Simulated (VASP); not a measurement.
Calculation: PBE GGA, VASP's PBE PAW potentials (set 64) (plane waves; VASP 6.6.1).

Input for VASP

**KPOINTS**
```
Automatic mesh
0
Gamma
5 5 5
0 0 0
```

**INCAR**
```
SYSTEM = SrCl2
PREC = Accurate; ENCUT = 400; LREAL = F
LASPH = T
EDIFF = 1E-6; NELM = 100; ALGO = Normal
LMAXMIX = 4
ISMEAR = 0; SIGMA = 0.05
GGA = PE
ISIF = 2
LWAVE = F; LCHARG = F
```

File POSCAR:
```
SrCl2
1
    0.0000000000     3.5598000000     3.5598000000
    3.5598000000     0.0000000000     3.5598000000
    3.5598000000     3.5598000000     0.0000000000
Sr Cl
1 2
Direct
  0.0000000000   0.0000000000   0.0000000000
  0.2500000000   0.2500000000   0.2500000000
  0.7500000000   0.7500000000   0.7500000000
```

POTCAR, in this order: Sr_sv Cl (PBE.64 set). Program: vasp_std.

Question: What will the output report for the number of irreducible k-points (NKPTS), number of bands (NBANDS), largest plane-wave count, number of space-group operations, FFT grid (NGX, NGY, NGZ)?

Answer: 
- number of irreducible k-points (NKPTS): 10
- number of bands (NBANDS): 16
- largest plane-wave count: 1654
- number of space-group operations: 48
- FFT grid (NGX, NGY, NGZ): 36 × 36 × 36

The compound is SrCl2 in the fluorite structure. The cell was not relaxed at this level.
